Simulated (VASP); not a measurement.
# BeZn2Te3 (Cmc2_1) in VASP: relaxation of cell and atoms with PBE

Aim: the relaxation of cell and atoms of BeZn2Te3 with PBE.

All numbers are computed with VASP 6.6.1; they aren't measurements. Logs are shortened: lines on timing, memory, paths and dates and some standing lists are left out, and cuts for length are marked.

## (1) The crystal as given

It takes space group Cmc2_1 (No. 36, orthorhombic). The conventional cell has a = 12.510 Å, b = 7.220 Å, c = 6.810 Å, α = 90.00°, β = 90.00°, γ = 90.00°. Be (site symmetry m) is surrounded by 4 Te at 2.55 Å. Zn (site symmetry 1) has 4 Te at 2.55 Å as nearest neighbours. Te (site symmetry m) has 2 Be at 2.55 Å and 2 Zn at 2.55 Å as nearest neighbours. Around Te (site symmetry 1) lie 3 Zn at 2.55 Å and 1 Be at 2.55 Å.

The cell was built by a generator and needn't be a form met in nature.

## (2) Relaxation of cell and atoms, PBE

INCAR

```
SYSTEM = BeZn2Te3
PREC     = Normal         ! precision mode
ENCUT    = 520            ! plane-wave cutoff, eV
EDIFF    = 1E-4           ! SCF threshold, eV
ISMEAR   = 0              ! smearing method
SIGMA    = 0.15           ! smearing width, eV
LREAL    = Auto         
LASPH    = .True.         ! aspherical terms in the spheres
NELM     = 60             ! most SCF steps
ALGO     = Fast           ! electronic algorithm
ISIF     = 3              ! what is computed and relaxed
LWAVE    = .False.        ! write WAVECAR
LCHARG   = .False.        ! write CHGCAR
GGA      = PE             ! functional
IBRION   = 2              ! ionic algorithm
NSW      = 24             ! ionic steps
EDIFFG   = -0.08          ! ionic threshold
```

KPOINTS

```
Automatic mesh
0
Gamma
  3 3 2
  0 0 0
```

POSCAR

```
BeZn2Te3
1.0
    6.2550000000     -3.6100000000      0.0000000000
    6.2550000000      3.6100000000      0.0000000000
    0.0000000000      0.0000000000      6.8100000000
Be Zn Te
2 4 6
Direct
    0.1666700000      0.8333300000      0.5000000000
    0.8333300000      0.1666700000      0.0000000000
    0.5000000000      0.1666600000      0.5000000000
    0.8333400000      0.5000000000      0.5000000000
    0.1666600000      0.5000000000      0.0000000000
    0.5000000000      0.8333400000      0.0000000000
    0.8333300000      0.1666700000      0.3750000000
    0.1666600000      0.5000000000      0.3750000000
    0.5000000000      0.8333400000      0.3750000000
    0.1666700000      0.8333300000      0.8750000000
    0.5000000000      0.1666600000      0.8750000000
    0.8333400000      0.5000000000      0.8750000000
```

Potentials or basis: VASP PAW PBE potentials, release 64 (Be, Zn, Te).

The run is started by

```
$ cat potpaw_PBE.64/Be/POTCAR potpaw_PBE.64/Zn/POTCAR potpaw_PBE.64/Te/POTCAR > POTCAR
$ mpirun -np 1 vasp_std > vasp.out
```

OUTCAR:

```text
SYSTEM = BeZn2Te3
   PREC = Normal
   ENCUT = 520
   EDIFF = 1E-4
   ISMEAR = 0
   LREAL = Auto
   LASPH = .True.
   NELM = 60
   ISIF = 3
   GGA = PE
   IBRION = 2
   NSW = 24
   EDIFFG = -0.08

 ion  position               nearest neighbor table
   1  0.167  0.833  0.500-   7 2.55   8 2.55   9 2.55  10 2.55
   2  0.833  0.167  0.000-  10 2.55  11 2.55  12 2.55   7 2.55
   3  0.500  0.167  0.500-   8 2.55   9 2.55   7 2.55  11 2.55
   4  0.833  0.500  0.500-   9 2.55   8 2.55   7 2.55  12 2.55
   5  0.167  0.500  0.000-  11 2.55  12 2.55  10 2.55   8 2.55
   6  0.500  0.833  0.000-  12 2.55  11 2.55  10 2.55   9 2.55
   7  0.833  0.167  0.375-   1 2.55   3 2.55   4 2.55   2 2.55
   8  0.167  0.500  0.375-   3 2.55   4 2.55   1 2.55   5 2.55
   9  0.500  0.833  0.375-   4 2.55   3 2.55   1 2.55   6 2.55
  10  0.167  0.833  0.875-   2 2.55   5 2.55   6 2.55   1 2.55
  11  0.500  0.167  0.875-   5 2.55   6 2.55   2 2.55   3 2.55
  12  0.833  0.500  0.875-   6 2.55   5 2.55   2 2.55   4 2.55

  LATTYP: Found a base centered orthorhombic cell.
 ALAT       =     7.2200000000
 B/A-ratio  =     1.7326869806
 C/A-ratio  =     0.9432132964

  Lattice vectors:

 A1 = (  -6.2550000000,  -3.6100000000,   0.0000000000)
 A2 = (   6.2550000000,  -3.6100000000,   0.0000000000)
 A3 = (   0.0000000000,   0.0000000000,   6.8100000000)

Analysis of symmetry for initial positions (statically):
=====================================================================
 Subroutine PRICEL returns:
 Original cell was already a primitive cell.

 Routine SETGRP: Setting up the symmetry group for a
 base centered orthorhombic supercell.

 Subroutine GETGRP returns: Found  4 space group operations
 (whereof  2 operations were pure point group operations)
 out of a pool of  8 trial point group operations.

The static configuration has the point symmetry C_1h.
 The point group associated with its full space group is C_2v.

Analysis of symmetry for dynamics (positions and initial velocities):
=====================================================================
 Subroutine PRICEL returns:
 Original cell was already a primitive cell.

 Routine SETGRP: Setting up the symmetry group for a
 base centered orthorhombic supercell.

 Subroutine GETGRP returns: Found  4 space group operations
 (whereof  2 operations were pure point group operations)
 out of a pool of  8 trial point group operations.

The dynamic configuration has the point symmetry C_1h.
 The point group associated with its full space group is C_2v.

 Subroutine INISYM returns: Found  4 space group operations
 (whereof  2 operations are pure point group operations),
 and found     1 'primitive' translations

----------------------------------------------------------------------------------------

                                     Primitive cell

  volume of cell :     307.5471

  direct lattice vectors                    reciprocal lattice vectors
     6.255000000 -3.610000000  0.000000000     0.079936051 -0.138504155  0.000000000
     6.255000000  3.610000000  0.000000000     0.079936051  0.138504155  0.000000000
     0.000000000  0.000000000  6.810000000     0.000000000  0.000000000  0.146842878

  length of vectors
     7.221988992  7.221988992  6.810000000     0.159916144  0.159916144  0.146842878

  position of ions in fractional coordinates (direct lattice)
     0.166670000  0.833330000  0.500000000
     0.833330000  0.166670000  0.000000000
     0.500000000  0.166660000  0.500000000
     0.833340000  0.500000000  0.500000000
     0.166660000  0.500000000  0.000000000
     0.500000000  0.833340000  0.000000000
     0.833330000  0.166670000  0.375000000
     0.166660000  0.500000000  0.375000000
     0.500000000  0.833340000  0.375000000
     0.166670000  0.833330000  0.875000000
     0.500000000  0.166660000  0.875000000
     0.833340000  0.500000000  0.875000000

  ion indices of the primitive-cell ions
   primitive index   ion index
                 1           1
                 2           2
                 3           3
                 4           4
                 5           5
                 6           6
                 7           7
                 8           8
                 9           9
                10          10
                11          11
                12          12

----------------------------------------------------------------------------------------

 KPOINTS: Automatic mesh

Automatic generation of k-mesh.
 Grid dimensions read from file:
 generate k-points for:    3    3    2

 Generating k-lattice:

  Cartesian coordinates                     Fractional coordinates (reciprocal lattice)
     0.026645350 -0.046168052  0.000000000     0.333333333  0.000000000  0.000000000
     0.026645350  0.046168052  0.000000000     0.000000000  0.333333333  0.000000000
     0.000000000  0.000000000  0.073421439     0.000000000  0.000000000  0.500000000

  Length of vectors
     0.053305381  0.053305381  0.073421439

  Shift w.r.t. Gamma in fractional coordinates (k-lattice)
     0.000000000  0.000000000  0.000000000

 Subroutine IBZKPT returns following result:
 ===========================================

 Found      8 irreducible k-points:

 Following reciprocal coordinates:
            Coordinates               Weight
  0.000000  0.000000  0.000000      1.000000
  0.333333  0.000000  0.000000      4.000000
  0.333333  0.333333  0.000000      2.000000
 -0.333333  0.333333  0.000000      2.000000
  0.000000  0.000000  0.500000      1.000000
  0.333333  0.000000  0.500000      4.000000
  0.333333  0.333333  0.500000      2.000000
 -0.333333  0.333333  0.500000      2.000000
   k-points           NKPTS =      8   k-points in BZ     NKDIM =      8   number of bands    NBANDS=     52
   number of dos      NEDOS =    301   number of ions     NIONS =     12
   total plane-waves  NPLWV =  64000
   dimension x,y,z NGX =    40 NGY =   40 NGZ =   40
   dimension x,y,z NGXF=    80 NGYF=   80 NGZF=   80
   ions per type =               2   4   6
   NGX,Y,Z   is equivalent  to a cutoff of   9.21,  9.21,  9.76 a.u.
   NGXF,Y,Z  is equivalent  to a cutoff of  18.42, 18.42, 19.53 a.u.
 SYSTEM =  BeZn2Te3
   PREC   = normal    normal or accurate (medium, high low for compatibility)
   ISTART =      0    job   : 0-new  1-cont  2-samecut
   ICHARG =      2    charge: 1-file 2-atom 10-const
   ISPIN  =      1    spin polarized calculation?
   LNONCOLLINEAR =      F non collinear calculations
   LSORBIT =      F    spin-orbit coupling
   LASPH  =      T    aspherical Exc in radial PAW
   ENCUT  =  520.0 eV  38.22 Ry    6.18 a.u.  13.43 13.43 12.66*2*pi/ulx,y,z
   NELM   =     60;   NELMIN=  2; NELMDL= -5     # of ELM steps
   EDIFF  = 0.1E-03   stopping-criterion for ELM
   LREAL  =      T    real-space projection
   EDIFFG = -.8E-01   stopping-criterion for IOM
   NSW    =     24    number of steps for IOM
   IBRION =      2    ionic relax: 0-MD 1-quasi-New 2-CG
   NFREE  =      1    steps in history (QN), initial steepest desc. (CG)
   ISIF   =      3    stress and relaxation
   ISYM   =      2    0-nonsym 1-usesym 2-fastsym
   POTIM  = 0.5000    time-step for ionic-motion
   TEBEG  =    0.0;   TEEND  =   0.0 temperature during run
   PSTRESS=    0.0 pullay stress
   NELECT =      88.0000    total number of electrons
   NUPDOWN=      -1.0000    fix difference up-down
   EMIN   =  10.00;   EMAX   =-10.00  energy-range for DOS
   EFERMI =   0.00;   METHOD = LEGACY
   ISMEAR =     0;   SIGMA  =   0.15  broadening in eV -4-tet -1-fermi 0-gaus
   EFERMI_NEDOS =   21; number of points for ismear=-14 and -15
   IALGO  =     68    algorithm
   IMIX   =      4    mixing-type and parameters
     AMIX     =   0.40;   BMIX     =  1.00
     AMIX_MAG =   1.60;   BMIX_MAG =  1.00
  volume/ion in A,a.u.               =      25.63       172.95
  Fermi-wavevector in a.u.,A,eV,Ry     =   1.078777  2.038594 15.833926  1.163761
  Thomas-Fermi vector in A             =   2.214725
   LORBIT       =      0    0 simple, 1 ext, 2 COOP (PROOUT), +10 PAW based schemes
   GGA     = PE    functional components
   LHFCALC =     F    Hartree Fock is set to
   AEXX    =    0.0000 exact exchange contribution
   IVDW    =     0    specifies the selected vdW correction
   LEPSILON=     F    determine dielectric tensor
   LRPA    =     F    only Hartree local field effects (RPA)
 conjugate gradient relaxation of ions
 non-spin polarized calculation
 RMM-DIIS sequential band-by-band and
 Gauss-broadening in eV      SIGMA  =   0.15
  energy-cutoff  :      520.00
  volume of cell :      307.55
 maximum number of plane-waves:      8359
   NGX = 27   NGY = 27   NGZ = 25

--------------------------------------- Ionic step        1  -------------------------------------------

 number of electron      88.0000147 magnetization

 Free energy of the ion-electron system (eV)
  ---------------------------------------------------
  ext. energy  EPLUGINS =         0.00000000
  ---------------------------------------------------
  free energy    TOTEN  =       -35.00875521 eV

  energy without entropy =      -35.00875521  energy(sigma->0) =      -35.00875521

------------------------ aborting loop because EDIFF is reached ----------------------------------------

  FORCE on cell =-STRESS in cart. coord.  units (eV):
  Direction    XX          YY          ZZ          XY          YZ          ZX
  --------------------------------------------------------------------------------------
  -------------------------------------------------------------------------------------
  Total        6.6588411      6.6949127      7.9220763      0.0000000      0.0000000      0.0000000
  in kB       34.6894655     34.8773820     41.2703335      0.0000000      0.0000000      0.0000000
  external PRESSURE =      36.9457270 kB  Pullay stress =       0.0000000 kB
[... 119 lines left out ...]
  FREE ENERGIE OF THE ION-ELECTRON SYSTEM (eV)
  ---------------------------------------------------
  free  energy   TOTEN  =       -35.5924377133 eV

  energy  without entropy=      -35.5924377133  energy(sigma->0) =      -35.59243771

[... ionic steps 4 to 13 ...]

--------------------------------------- Ionic step       14  -------------------------------------------

 number of electron      87.9999896 magnetization

------------------------ aborting loop because EDIFF is reached ----------------------------------------

  FORCE on cell =-STRESS in cart. coord.  units (eV):
  Direction    XX          YY          ZZ          XY          YZ          ZX
  --------------------------------------------------------------------------------------
  -------------------------------------------------------------------------------------
  Total        0.1096227      0.3130662      0.6166513      0.0000000      0.0000000      0.0000000
  in kB        0.5424693      1.5492128      3.0515079      0.0000000      0.0000000      0.0000000
  external PRESSURE =       1.7143967 kB  Pullay stress =       0.0000000 kB
[... 77 lines left out ...]
  energy  without entropy=      -35.8606328353  energy(sigma->0) =      -35.86063284

--------------------------------------- Ionic step       16  -------------------------------------------

 number of electron      87.9999874 magnetization

 Free energy of the ion-electron system (eV)
  ---------------------------------------------------
  ext. energy  EPLUGINS =         0.00000000
  ---------------------------------------------------
  free energy    TOTEN  =       -35.86199288 eV

  energy without entropy =      -35.86199288  energy(sigma->0) =      -35.86199288

 E-fermi :   4.1656     XC(G=0):  -8.8736

 val. band max:        3.5186289621   @ k =   0.0000   0.0000   0.0000
 cond. band min:       5.2518867258   @ k =   0.0000   0.0000   0.0000
 fundamental gap:      1.7332577637
 Fermi energy:         4.1655797939

 k-point     1 :       0.0000    0.0000    0.0000
  band No.  band energies     occupation
      1      -8.2899      2.00000
      2      -7.3583      2.00000
      3      -7.0688      2.00000
      4      -7.0603      2.00000
      5      -7.0597      2.00000
      6      -7.0595      2.00000
[... 468 lines left out ...]
  FREE ENERGIE OF THE ION-ELECTRON SYSTEM (eV)
  ---------------------------------------------------
  free  energy   TOTEN  =       -35.8619928756 eV

  energy  without entropy=      -35.8619928755  energy(sigma->0) =      -35.86199288

 reached required accuracy - stopping structural energy minimisation
```

It took 11 min on 1 thread of Intel Xeon Platinum 8259CL at 2.50GHz (Skylake/Cascade Lake), shared host; peak memory 0.3 GiB.

Results:

| Item | Value |
| --- | --- |
| Free energy | -35.8620 eV |
| Relaxed volume | 27.08 Å³/atom |
| Relaxed cell | a = 7.332 Å, b = 7.332 Å, c = 6.973 Å, α = 90.00°, β = 90.00°, γ = 60.12° |
| Space group after relaxing (to 0.05 Å) | Cmc2_1 (No. 36) |
| Energy gained by relaxing | 71.1 meV/atom |
| Ionic steps | 16 |
| Pressure after relaxing | 0.3 GPa |
| Largest force after relaxing | 0.040 eV/Å |
| Band gap on the k mesh | 1.73 eV, direct |

Forces in eV/Å, atoms in the order of the input:
```
Be   0.000 -0.004 -0.032
Be   0.000  0.004 -0.032
Zn   0.001  0.015  0.037
Zn  -0.001  0.015  0.037
Zn   0.001 -0.015  0.037
Zn  -0.001 -0.015  0.037
Te   0.000  0.006 -0.028
Te   0.001  0.003 -0.008
Te  -0.001  0.003 -0.008
Te   0.000 -0.006 -0.028
Te   0.001 -0.003 -0.008
Te  -0.001 -0.003 -0.008
```

The path:
```csv
step,energy change (eV),largest force (eV/Å),pressure (GPa),volume (Å³)
1,0.0000,1.4495,3.69,307.55
2,-0.5813,0.7097,-1.15,334.61
3,-0.5837,0.6950,-1.16,335.87
4,-0.5832,0.6482,-1.48,338.39
5,-0.7588,0.3474,-1.19,332.41
6,-0.8228,0.2772,0.28,323.68
7,-0.8309,0.2275,-0.25,326.14
8,-0.8312,0.2356,0.02,325.74
9,-0.8435,0.1413,-0.26,325.44
10,-0.8479,0.1190,-0.22,324.96
11,-0.8486,0.0992,-0.19,325.08
12,-0.8513,0.0834,0.26,322.67
13,-0.8520,0.0855,0.37,323.52
14,-0.8518,0.0862,0.17,323.77
15,-0.8519,0.0858,0.19,323.67
16,-0.8532,0.0403,0.28,325.00
```

Final structure:
```cif
data_structure
_symmetry_space_group_name_H-M 'P 1'
_symmetry_Int_Tables_number 1
_cell_length_a 7.3319
_cell_length_b 7.3319
_cell_length_c 6.9730
_cell_angle_alpha 90.000
_cell_angle_beta 90.000
_cell_angle_gamma 60.117
_cell_volume 325.00
loop_
_atom_site_label
_atom_site_type_symbol
_atom_site_fract_x
_atom_site_fract_y
_atom_site_fract_z
_atom_site_occupancy
Be1 Be 0.15980 0.84020 0.50049 1
Be2 Be 0.84020 0.15980 0.00049 1
Zn1 Zn 0.50557 0.16666 0.49980 1
Zn2 Zn 0.83334 0.49443 0.49980 1
Zn3 Zn 0.16666 0.50557 0.99980 1
Zn4 Zn 0.49443 0.83334 0.99980 1
Te1 Te 0.85290 0.14710 0.35685 1
Te2 Te 0.16631 0.52038 0.38403 1
Te3 Te 0.47962 0.83369 0.38403 1
Te4 Te 0.14710 0.85290 0.85685 1
Te5 Te 0.52038 0.16631 0.88403 1
Te6 Te 0.83369 0.47962 0.88403 1
```

Caveat: the k mesh is coarse (spacing up to 0.46 Å⁻¹), so the values aren't converged; spin-orbit coupling is left out, which moves the levels of the heavy elements; an odd mesh through Γ misses points on the zone boundary, where band edges often lie; the relaxation stopped at a loose force limit of 0.08 eV/Å, so its end isn't a converged minimum. PBE gaps usually lie below the measured ones, often by a third to a half.
